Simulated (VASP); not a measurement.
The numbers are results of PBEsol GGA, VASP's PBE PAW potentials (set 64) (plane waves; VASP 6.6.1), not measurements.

VASP input:

### POSCAR
```
Al3Sc
1
    4.0715235982     0.0000000000     0.0000000000
    0.0000000000     4.0715235982     0.0000000000
    0.0000000000     0.0000000000     4.0715235982
Sc Al
1 3
Direct
  0.0000000000   0.0000000000   0.0000000000
  0.0000000000   0.5000000000   0.5000000000
  0.5000000000   0.0000000000   0.5000000000
  0.5000000000   0.5000000000   0.0184206227
```

File KPOINTS:
```
Regular mesh
0
G
  8 8 8
```

### INCAR
```
! general
SYSTEM  = Al3Sc
PREC    = Accurate
ENCUT   = 480
LREAL   = .FALSE.
LASPH   = .TRUE.   ! aspherical one-centre terms

! electronic loop
EDIFF   = 1E-7   ! SCF stop (eV)
NELM    = 100
ALGO    = Normal   ! blocked Davidson
LMAXMIX = 4

! smearing
ISMEAR  = 1   ! Methfessel-Paxton
SIGMA   = 0.1

! functional
GGA     = PS   ! PBEsol

! ions
ISIF    = 2   ! forces and stress, cell fixed

! output
LWAVE   = .FALSE.
LCHARG  = .FALSE.
```

POTCAR, in this order: Sc_sv Al (PBE.64 set). Program: vasp_std.

The run wrote:

File OUTCAR:
```
 ion  position               nearest neighbor table
   1  0.000  0.000  0.000-   2 2.88   3 2.88   2 2.88   3 2.88   2 2.88   2 2.88   3 2.88   3 2.88
                             4 2.88   4 2.88   4 2.88   4 2.88
   2  0.000  0.500  0.500-   4 2.83   4 2.83   1 2.88   1 2.88   1 2.88   3 2.88   1 2.88   3 2.88
                             3 2.88   3 2.88   4 2.93   4 2.93
   3  0.500  0.000  0.500-   4 2.83   4 2.83   1 2.88   1 2.88   2 2.88   2 2.88   1 2.88   2 2.88
                             1 2.88   2 2.88   4 2.93   4 2.93
   4  0.500  0.500  0.018-   2 2.83   3 2.83   3 2.83   2 2.83   1 2.88   1 2.88   1 2.88   1 2.88
                             2 2.93   3 2.93   2 2.93   3 2.93
  LATTYP: Found a simple cubic cell.
 ALAT       =     4.0715235982
 Subroutine PRICEL returns:
 Original cell was already a primitive cell.
 Subroutine GETGRP returns: Found  8 space group operations
The static configuration has the point symmetry C_4v.
The dynamic configuration has the point symmetry C_4v.
 Subroutine INISYM returns: Found  8 space group operations
 Subroutine IBZKPT returns following result:
 Found     75 irreducible k-points:

 Following reciprocal coordinates:
            Coordinates               Weight
  0.000000  0.000000  0.000000      1.000000
  0.125000  0.000000  0.000000      4.000000
  0.000000  0.000000  0.125000      2.000000
...
```

**OSZICAR**
```
       N       E                     dE             d eps       ncg     rms          rms(c)
DAV:   1     0.110650069957E+03    0.11065E+03   -0.81335E+03  2100   0.123E+03
DAV:   2    -0.140895503113E+02   -0.12474E+03   -0.12299E+03  2136   0.360E+02
DAV:   3    -0.216775313714E+02   -0.75880E+01   -0.73242E+01  3298   0.719E+01
DAV:   4    -0.217966158572E+02   -0.11908E+00   -0.11871E+00  2972   0.908E+00
DAV:   5    -0.217992593967E+02   -0.26435E-02   -0.26430E-02  3038   0.147E+00    0.943E+00
DAV:   6    -0.208373626388E+02    0.96190E+00   -0.47779E+00  3482   0.259E+01    0.340E+00
DAV:   7    -0.207763979241E+02    0.60965E-01   -0.95807E-02  2576   0.260E+00    0.191E+00
DAV:   8    -0.207489356002E+02    0.27462E-01   -0.41966E-02  3128   0.170E+00    0.226E-01
DAV:   9    -0.207485236851E+02    0.41192E-03   -0.33665E-03  2654   0.476E-01    0.946E-02
DAV:  10    -0.207484732412E+02    0.50444E-04   -0.21992E-04  3216   0.141E-01    0.845E-02
DAV:  11    -0.207484763111E+02   -0.30699E-05   -0.51064E-05  3302   0.680E-02    0.672E-02
DAV:  12    -0.207484600051E+02    0.16306E-04   -0.49370E-05  3124   0.674E-02    0.639E-03
DAV:  13    -0.207484601363E+02   -0.13119E-06   -0.13408E-06  2612   0.988E-03    0.427E-03
DAV:  14    -0.207484602372E+02   -0.10090E-06   -0.17803E-07  2186   0.400E-03    0.103E-03
DAV:  15    -0.207484602405E+02   -0.33206E-08   -0.22149E-08  1524   0.244E-03
   1 F= -.20748460E+02 E0= -.20747979E+02  d E =-.144309E-02
```

File OUTCAR:
```
------------------------ aborting loop because EDIFF is reached ----------------------------------------
  FORCE on cell =-STRESS in cart. coord.  units (eV):
  Direction    XX          YY          ZZ          XY          YZ          ZX
  --------------------------------------------------------------------------------------
  Total        0.0815144      0.0815144      0.0993971      0.0000000     -0.0000000      0.0000000
  in kB        1.9349692      1.9349692      2.3594655      0.0000000     -0.0000000      0.0000000
  external PRESSURE =       2.0764679 kB  Pullay stress =       0.0000000 kB
  volume of cell :       67.49
      direct lattice vectors                 reciprocal lattice vectors
     4.071523598  0.000000000  0.000000000     0.245608303  0.000000000  0.000000000
     0.000000000  4.071523598  0.000000000     0.000000000  0.245608303  0.000000000
     0.000000000  0.000000000  4.071523598     0.000000000  0.000000000  0.245608303
 POSITION                                       TOTAL-FORCE (eV/Angst)
 -----------------------------------------------------------------------------------
      0.00000      0.00000      0.00000         0.000000     -0.000000      0.081404
      0.00000      2.03576      2.03576         0.000000     -0.000000      0.147633
      2.03576      0.00000      2.03576        -0.000000      0.000000      0.147633
      2.03576      2.03576      0.07500        -0.000000     -0.000000     -0.376670
 -----------------------------------------------------------------------------------
    total drift:                               -0.000000     -0.000000     -0.000113
  FREE ENERGIE OF THE ION-ELECTRON SYSTEM (eV)
  ---------------------------------------------------
  free  energy   TOTEN  =       -20.7484602405 eV

  energy  without entropy=      -20.7470171502  energy(sigma->0) =      -20.74797921
```
(Selected blocks of OUTCAR.)

### OUTCAR
```
 val. band max:        7.3084994357   @ k =   0.1250   0.1250   0.2500

 cond. band min:       7.3291031390   @ k =   0.2500   0.2500   0.5000


 Fermi energy:         7.3289863896

 k-point     1 :       0.0000    0.0000    0.0000
  band No.  band energies     occupation
      1     -41.3852      2.00000
      2     -20.1883      2.00000
      3     -20.1883      2.00000
      4     -20.1883      2.00000
      5      -2.7803      2.00000
      6       4.6727      2.00000
      7       4.6746      2.00000
      8       5.4931      2.00000
      9       5.4931      2.00000
     10       5.5051      2.00000
     11       8.5117     -0.00000
     12       8.6214     -0.00000
     13       8.6214     -0.00000
     14       8.6218     -0.00000

 k-point     2 :       0.1250    0.0000    0.0000
  band No.  band energies     occupation
      1     -41.3850      2.00000
      2     -20.1935      2.00000
      3     -20.1879      2.00000
      4     -20.1879      2.00000
      5      -2.6348      2.00000
      6       3.6166      2.00000
      7       4.7866      2.00000
      8       5.5087      2.00000
      9       5.5200      2.00000
     10       6.1713      2.00000
     11       8.5370     -0.00000
     12       8.5399     -0.00000
     13       8.6681     -0.00000
     14       9.1006     -0.00000

 k-point     3 :       0.0000    0.0000    0.1250
  band No.  band energies     occupation
      1     -41.3850      2.00000
      2     -20.1935      2.00000
      3     -20.1879      2.00000
      4     -20.1879      2.00000
      5      -2.6350      2.00000
      6       3.6228      2.00000
      7       4.7851      2.00000
      8       5.5077      2.00000
      9       5.5077      2.00000
     10       6.1765      2.00000
     11       8.5425     -0.00000
     12       8.5425     -0.00000
     13       8.6677     -0.00000
     14       9.0988     -0.00000

 k-point     4 :       0.2500    0.0000    0.0000
  band No.  band energies     occupation
...
```

The compound is Al3Sc in the L1_2 structure. This cell was strained or had an atom moved on purpose.
